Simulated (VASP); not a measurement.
**Dielectric function of MoS2**

Wanted: where MoS2 absorbs light, and how strongly it screens. The cell has space group R3m. The start is a cell from a database of measured crystal structures.

Program: VASP 6.6.1. Level of theory: PBE, no spin polarisation; plane waves and PAW (Mo_sv, S), in the first sound run; inputs show where later runs differ. Results are calculated unless marked as measured.

## Step 1: Set-up

Symmetry: R3m, No. 160, trigonal system. Conventional cell: a = 3.160 Å, b = 3.160 Å, c = 18.450 Å, α = 90.00°, β = 90.00°, γ = 120.00°. Mo has 6 S at 2.39 Å nearest. S has 3 Mo at 2.39 Å nearest. S has 3 Mo at 2.39 Å nearest. Farther neighbours and most contacts between anions are not listed.

## Step 2: Ground state

The ground state comes first.

The input, INCAR:

```
SYSTEM = MoS2
PREC = Accurate
ENCUT = 400
EDIFF = 1E-07
NELM = 100
ISMEAR = 0
SIGMA = 0.05
LREAL = .FALSE.
ALGO = Normal
GGA = PE
NBANDS = 19
LORBIT = 11
LWAVE = .FALSE.
LCHARG = .FALSE.
KPAR = 4
```

The input, POSCAR:

```
MoS2
1.0
    1.5800000000      0.9122134253      6.1500000000
   -1.5800000000      0.9122134253      6.1500000000
    0.0000000000     -1.8244268506      6.1500000000
Mo S
1 2
Direct
    0.0000000000      0.0000000000      0.0000000000
    0.4170000000      0.4170000000      0.4170000000
    0.2500000000      0.2500000000      0.2500000000
```

The input, KPOINTS:

```
Automatic mesh
0
Gamma
8 8 8
0 0 0
```

The projector-augmented-wave data sets are Mo_sv and S (PBE family, release 64).

Started as:

```
$ mpirun -np 4 vasp_std
```

The program printed:

```text
[banner, memory and clock lines left out]
running    4 mpi-ranks, on    1 nodes
 distrk:  each k-point on    1 cores,    4 groups
 distr:  one band on    1 cores,    1 groups

 POSCAR found type information on POSCAR MoS
 POSCAR found :  2 types and       3 ions
 LDA part: xc-table for (Slater+PW92), standard interpolation
 POSCAR, INCAR and KPOINTS ok, starting setup
 FFT: planning ... GRIDC
 FFT: planning ... GRID_SOFT
 FFT: planning ... GRID
 WAVECAR not read
 entering main loop
       N       E                     dE             d eps       ncg     rms          rms(c)
DAV:   1     0.152421439253E+03    0.15242E+03   -0.11803E+04  2534   0.106E+03
DAV:   2    -0.175652587352E+02   -0.16999E+03   -0.16597E+03  3126   0.293E+02
DAV:   3    -0.231665626839E+02   -0.56013E+01   -0.55610E+01  3047   0.505E+01
DAV:   4    -0.232257434356E+02   -0.59181E-01   -0.59158E-01  3118   0.552E+00
DAV:   5    -0.232265697072E+02   -0.82627E-03   -0.82624E-03  3030   0.622E-01    0.252E+01
DAV:   6    -0.221358431740E+02    0.10907E+01   -0.10546E+01  2612   0.204E+01    0.916E+00
DAV:   7    -0.218785382637E+02    0.25730E+00   -0.37408E+00  2542   0.116E+01    0.602E+00
DAV:   8    -0.217797524436E+02    0.98786E-01   -0.51144E-01  2800   0.459E+00    0.179E+00
DAV:   9    -0.217811395658E+02   -0.13871E-02   -0.22804E-02  3020   0.949E-01    0.608E-01
DAV:  10    -0.217799745697E+02    0.11650E-02   -0.94537E-03  2796   0.666E-01    0.119E-01
DAV:  11    -0.217799893620E+02   -0.14792E-04   -0.45605E-04  2803   0.155E-01    0.456E-02
DAV:  12    -0.217799802095E+02    0.91525E-05   -0.10187E-04  2883   0.668E-02    0.265E-02
   1 F= -.21780000E+02 E0= -.21780000E+02  d E =-.215426E-19
```

Wall time 30 s (4 MPI ranks of Intel Xeon 6975P-C (Granite Rapids), shared host); peak memory 1.1 GiB.

The logs omit lines about the potential files and the build; timing stands in the text.

From OUTCAR (step 2):

```text
ion  position               nearest neighbor table
   1  0.000  0.000  0.000-   3 2.39   3 2.39   3 2.39   2 2.39   2 2.39   2 2.39
   2  0.417  0.417  0.417-   1 2.39   1 2.39   1 2.39
   3  0.250  0.250  0.250-   1 2.39   1 2.39   1 2.39

  LATTYP: Found a trigonal (rhomboedric) cell.
 ALAT       =     6.4149071181
 COS(alpha) =     0.8786713335

 Subroutine GETGRP returns: Found  6 space group operations
 (whereof  6 operations were pure point group operations)

The static configuration has the point symmetry C_3v.

 Found     65 irreducible k-points:

   k-points           NKPTS =     65   k-points in BZ     NKDIM =     65   number of bands    NBANDS=     19

   dimension x,y,z NGX =    42 NGY =   42 NGZ =   42
   dimension x,y,z NGXF=    84 NGYF=   84 NGZF=   84

   ENCUT  =  400.0 eV  29.40 Ry    5.42 a.u.  10.46 10.46 10.46*2*pi/ulx,y,z

   NELECT =      26.0000    total number of electrons

 k-points in reciprocal lattice and weights: Automatic mesh
   0.00000000  0.00000000  0.00000000       0.002
   0.12500000 -0.00000000  0.00000000       0.012
   0.25000000 -0.00000000  0.00000000       0.012
   0.37500000 -0.00000000  0.00000000       0.012
   0.50000000 -0.00000000  0.00000000       0.006
   0.12500000  0.12500000  0.00000000       0.012
   0.25000000  0.12500000  0.00000000       0.023
   0.37500000  0.12500000 -0.00000000       0.023
   0.50000000  0.12500000  0.00000000       0.023
[...]
-0.37500000  0.50000000  0.37500000       0.012
   0.50000000  0.50000000  0.50000000       0.002

 average (electrostatic) potential at core
       1 -74.6320       2 -84.3936       3 -84.3906

 E-fermi :   7.9585

 k-point     1 :       0.0000    0.0000    0.0000
  band No.  band energies     occupation
    ...
      9       4.1846      2.00000
     10       5.3169      2.00000
     11       5.3169      2.00000
     12       6.3874      2.00000
     13       6.4894      2.00000
     14       9.6814      0.00000
     15       9.6814      0.00000
     16      10.1014      0.00000
     17      10.1014      0.00000
     18      13.1629      0.00000
    ...

 k-point     2 :       0.1250   -0.0000    0.0000
  band No.  band energies     occupation
    ...
      9       4.4336      2.00000
     10       4.5854      2.00000
     11       4.9630      2.00000
     12       6.3792      2.00000
     13       6.6371      2.00000
     14       9.4268      0.00000
     15       9.6423      0.00000
     16       9.8479      0.00000
     17      10.0725      0.00000
     18      14.1758      0.00000
    ...

 k-point     3 :       0.2500   -0.0000    0.0000
  band No.  band energies     occupation
    ...
      9       3.4712      2.00000
     10       4.2976      2.00000
     11       5.0661      2.00000
     12       5.9804      2.00000
     13       6.1271      2.00000
     14       8.8991      0.00000
     15       9.4298      0.00000
     16      10.2555      0.00000
     17      10.6983      0.00000
     18      15.0601      0.00000
    ...

  Total        1.3757213      1.3757213      2.1514534      0.0000000      0.0000000      0.0000000
  in kB       41.4439483     41.4439483     64.8130728      0.0000000      0.0000000      0.0000000
  external PRESSURE =      49.2336565 kB  Pullay stress =       0.0000000 kB

  energy-cutoff  :      400.00
  volume of cell :       53.18
      direct lattice vectors                 reciprocal lattice vectors
     1.580000000  0.912213425  6.150000000     0.316455696  0.182705781  0.054200542
    -1.580000000  0.912213425  6.150000000    -0.316455696  0.182705781  0.054200542
     0.000000000 -1.824426851  6.150000000     0.000000000 -0.365411563  0.054200542

 POSITION                                       TOTAL-FORCE (eV/Angst)
 -----------------------------------------------------------------------------------
      0.00000      0.00000      0.00000         0.000000      0.000000      0.086393
      0.00000      0.00000      7.69365         0.000000     -0.000000      0.422619
      0.00000      0.00000      4.61250         0.000000     -0.000000     -0.509012
 -----------------------------------------------------------------------------------
    total drift:                                0.000000     -0.000000      0.000083

  FREE ENERGIE OF THE ION-ELECTRON SYSTEM (eV)
  ---------------------------------------------------
  free  energy   TOTEN  =       -21.7800004515 eV

  energy  without entropy=      -21.7800004515  energy(sigma->0) =      -21.78000045

 total charge
# of ion       s       p       d       tot
------------------------------------------
    1        2.297   6.231   3.983  12.511
    2        1.365   2.349   0.000   3.714
    3        1.365   2.352   0.000   3.717
--------------------------------------------------
tot          5.027  10.932   3.983  19.942

[... 3 further parts left out ...]
```

The gap is read on the k-mesh alone, so it is an upper bound where the band edges lie off the mesh. LASPH is off, so gradient terms of the non-spherical density inside the spheres are left out; for open d or f shells this can shift gaps and moments.

Numbers from this step:

| Quantity | Value |
| --- | --- |
| free energy (TOTEN) | -21.78 eV |
| Fermi energy | 7.958 eV |
| pressure | 4.923 GPa |
| gap on the k-mesh | 1.034 eV |
| least direct gap on the k-mesh | 2.027 eV |

The cell has a gap of 1.03 eV on this mesh and a pressure of +4.9 GPa, which holds the misfit of the given cell and coordinates with this functional, and any error of cutoff, mesh and data sets. Spin-orbit coupling is left out, which can shift or reorder these edges. Forces of up to 0.51 eV/Å remain in these settings.

## Step 3: Spectrum

LOPTICS sums the direct transitions; the mesh is finer and NBANDS larger than for the ground state.

INCAR: that of step 2 with these lines changed.

```diff
@@ -10,4 +10,3 @@
 GGA = PE
-NBANDS = 19
-LORBIT = 11
+NBANDS = 40
 LWAVE = .FALSE.
@@ -15 +14,4 @@
 KPAR = 4
+LOPTICS = .TRUE.
+NEDOS = 2000
+CSHIFT = 0.15
```

POSCAR is that of step 2.

The input, KPOINTS:

```
Automatic mesh
0
Gamma
12 12 12
0 0 0
```

Started as:

```
$ mpirun -np 4 vasp_std
```

The program printed:

```text
[... set-up lines as in an earlier step ...]
 entering main loop
       N       E                     dE             d eps       ncg     rms          rms(c)
DAV:   1     0.164121815286E+03    0.16412E+03   -0.10115E+04 15224   0.505E+02
DAV:   2    -0.181499025047E+02   -0.18227E+03   -0.17442E+03 17992   0.180E+02
DAV:   3    -0.231998165905E+02   -0.50499E+01   -0.50091E+01 18496   0.289E+01
DAV:   4    -0.232263350892E+02   -0.26518E-01   -0.26516E-01 17456   0.229E+00
DAV:   5    -0.232265431583E+02   -0.20807E-03   -0.20807E-03 18504   0.198E-01    0.252E+01
DAV:   6    -0.221449929172E+02    0.10816E+01   -0.63699E+00 17240   0.969E+00    0.922E+00
DAV:   7    -0.218930058186E+02    0.25199E+00   -0.26524E+00 16056   0.532E+00    0.655E+00
DAV:   8    -0.217825838669E+02    0.11042E+00   -0.45151E-01 17176   0.241E+00    0.125E+00
DAV:   9    -0.217800051549E+02    0.25787E-02   -0.21934E-02 17576   0.549E-01    0.302E-01
DAV:  10    -0.217800883264E+02   -0.83172E-04   -0.41191E-04 17800   0.923E-02    0.162E-01
DAV:  11    -0.217801729745E+02   -0.84648E-04   -0.19146E-04 17864   0.484E-02    0.519E-02
DAV:  12    -0.217801905142E+02   -0.17540E-04   -0.27397E-05 17656   0.189E-02    0.171E-02
DAV:  13    -0.217801946630E+02   -0.41488E-05   -0.39716E-06 17984   0.777E-03    0.928E-03
DAV:  14    -0.217801949663E+02   -0.30332E-06   -0.34502E-07 18112   0.201E-03    0.287E-03
DAV:  15    -0.217801949918E+02   -0.25407E-07   -0.27240E-08 15024   0.681E-04
   1 F= -.21780195E+02 E0= -.21780195E+02  d E =-.176771E-13
 optical routines
 imaginary and real dielectric function
 recalculating local potential from charge density
 direction            1
 direction            2
 direction            3
```

It took 2.3 min on 4 MPI ranks; peak memory 2.4 GiB.

From OUTCAR (step 3):

```text
The static configuration has the point symmetry C_3v.

 Found    189 irreducible k-points:

   k-points           NKPTS =    189   k-points in BZ     NKDIM =    189   number of bands    NBANDS=     40

   NELECT =      26.0000    total number of electrons

 E-fermi :   7.8879

 k-point     1 :       0.0000    0.0000    0.0000
  band No.  band energies     occupation
    ...
      9       4.1847      2.00000
     10       5.3170      2.00000
     11       5.3170      2.00000
     12       6.3874      2.00000
     13       6.4895      2.00000
     14       9.6814      0.00000
     15       9.6814      0.00000
     16      10.1014      0.00000
     17      10.1014      0.00000
     18      13.1630      0.00000
    ...

 k-point     2 :       0.0833    0.0000    0.0000
  band No.  band energies     occupation
    ...
      9       4.2977      2.00000
     10       4.9295      2.00000
     11       5.1467      2.00000
     12       6.4012      2.00000
     13       6.6248      2.00000
     14       9.6089      0.00000
     15       9.7573      0.00000
     16       9.8552      0.00000
     17       9.9962      0.00000
     18      13.6627      0.00000
    ...

  Total        1.3764328      1.3764328      2.1531281      0.0000000      0.0000000      0.0000000
  in kB       41.4653837     41.4653837     64.8635237      0.0000000      0.0000000      0.0000000
  external PRESSURE =      49.2647637 kB  Pullay stress =       0.0000000 kB

 POSITION                                       TOTAL-FORCE (eV/Angst)
 -----------------------------------------------------------------------------------
      0.00000      0.00000      0.00000         0.000000      0.000000      0.086265
      0.00000      0.00000      7.69365         0.000000     -0.000000      0.422208
      0.00000      0.00000      4.61250         0.000000      0.000000     -0.508472
 -----------------------------------------------------------------------------------
    total drift:                               -0.000000     -0.000000      0.000072

  FREE ENERGIE OF THE ION-ELECTRON SYSTEM (eV)
  ---------------------------------------------------
  free  energy   TOTEN  =       -21.7801949918 eV

  energy  without entropy=      -21.7801949918  energy(sigma->0) =      -21.78019499

 plasma frequency squared (from intraband transitions) (eV^2)
  --------------------------------------------------------------------------------------
       0.000       0.000       0.000
       0.000       0.000       0.000
       0.000       0.000       0.000

[... 6 parts as in an earlier step ...]

[... 6 further parts left out ...]
```

These are independent-particle spectra without excitons or local fields, and fine structure depends on the mesh and on CSHIFT.

This step gave:

```
Fermi energy                   : 7.888 eV
pressure                       : 4.926 GPa
gap on the k-mesh              : 0.9355 eV
least direct gap on the k-mesh : 1.714 eV
```

Absorption under the direct gap is the tail of the CSHIFT broadening, and fine structure depends on the mesh. Table of imaginary dielectric function by photon energy; read off at these points:

| photon energy (eV) | xx | zz |
| --- | --- | --- |
| 0.00 | 0 | 0 |
| 0.50 | 0.238 | 0.0555 |
| 1.00 | 0.637 | 0.126 |
| 1.50 | 2.34 | 0.248 |
| 2.00 | 7.04 | 0.626 |
| 2.50 | 18.4 | 3.59 |
| 2.89 | 27.1 | 4.24 |
| 3.00 | 25.1 | 4.34 |
| 3.50 | 15.3 | 4.86 |
| 4.00 | 14.0 | 6.25 |
| 4.50 | 15.4 | 7.73 |
| 5.00 | 12.3 | 16.0 |
| 5.18 | 11.3 | 17.6 |
| 5.50 | 9.41 | 17.3 |
| 6.00 | 8.25 | 14.1 |
| 6.50 | 6.96 | 7.26 |
| 7.00 | 5.46 | 5.92 |
| 7.50 | 3.97 | 4.78 |
| 8.00 | 3.43 | 5.80 |
| 8.50 | 2.14 | 7.32 |
| 9.00 | 2.72 | 7.08 |
| 9.50 | 3.51 | 7.77 |
| 10.00 | 5.10 | 7.75 |
| 10.10 | 5.35 | 7.57 |
| 10.50 | 4.78 | 5.63 |
| 11.00 | 4.89 | 4.33 |
| 11.50 | 4.48 | 3.77 |
| 12.00 | 4.05 | 4.40 |
| 12.50 | 3.46 | 3.54 |
| 13.00 | 2.96 | 2.70 |
| 13.50 | 2.67 | 2.72 |
| 14.00 | 2.35 | 2.45 |
| 14.50 | 2.23 | 1.76 |
| 15.00 | 1.87 | 1.41 |
| 15.50 | 1.62 | 1.31 |
| 16.00 | 1.29 | 1.07 |
| 16.50 | 1.09 | 0.938 |
| 17.00 | 0.964 | 0.809 |
| 17.50 | 0.809 | 0.645 |
| 18.00 | 0.668 | 0.554 |
| 18.50 | 0.567 | 0.455 |
| 19.00 | 0.472 | 0.408 |
| 19.50 | 0.425 | 0.417 |
| 20.00 | 0.365 | 0.359 |
| 20.50 | 0.312 | 0.317 |
| 21.00 | 0.279 | 0.278 |
| 21.50 | 0.261 | 0.247 |
| 22.00 | 0.236 | 0.240 |
| 22.50 | 0.220 | 0.199 |
| 23.00 | 0.230 | 0.181 |
| 23.50 | 0.203 | 0.161 |
| 24.00 | 0.173 | 0.165 |
| 24.50 | 0.181 | 0.159 |

Real dielectric function against photon energy:

| photon energy (eV) | xx | zz |
| --- | --- | --- |
| 0 | 16.0 | 9.55 |
| 1 | 17.7 | 9.93 |
| 2 | 24.9 | 11.7 |
| 3 | 6.42 | 11.5 |
| 4 | 2.74 | 12.3 |
| 5 | -0.894 | 12.6 |
| 6 | -2.10 | -2.64 |
| 7 | -2.86 | -0.178 |
| 8 | -1.97 | 2.08 |
| 9 | 1.15 | 0.995 |
| 10 | 1.50 | -1.54 |
| 11 | -0.598 | -2.08 |
| 12 | -1.19 | -1.84 |
| 13 | -1.64 | -2.36 |
| 14 | -1.47 | -2.36 |
| 15 | -1.48 | -1.84 |
| 16 | -1.41 | -1.46 |
| 17 | -1.06 | -1.16 |
| 18 | -0.864 | -0.897 |
| 19 | -0.636 | -0.596 |
| 20 | -0.412 | -0.407 |
| 21 | -0.227 | -0.250 |
| 22 | -0.0775 | -0.103 |
| 23 | 0.0508 | 0.0146 |
| 24 | 0.141 | 0.138 |

[end of part 1 of 3]

[Lines on the potential files, build, host, timing and source positions are cut from VASP's logs without a mark.]

[Logs are printed without paths, hosts, clocks, repeated set-up lines and the standing remarks that a program may print on its own settings, such as how far it seeks lower states.]

[Hosts, paths, dates, database ids (printed as entryN), source tags and the programs' standing remarks are cut or masked in the printed files.]
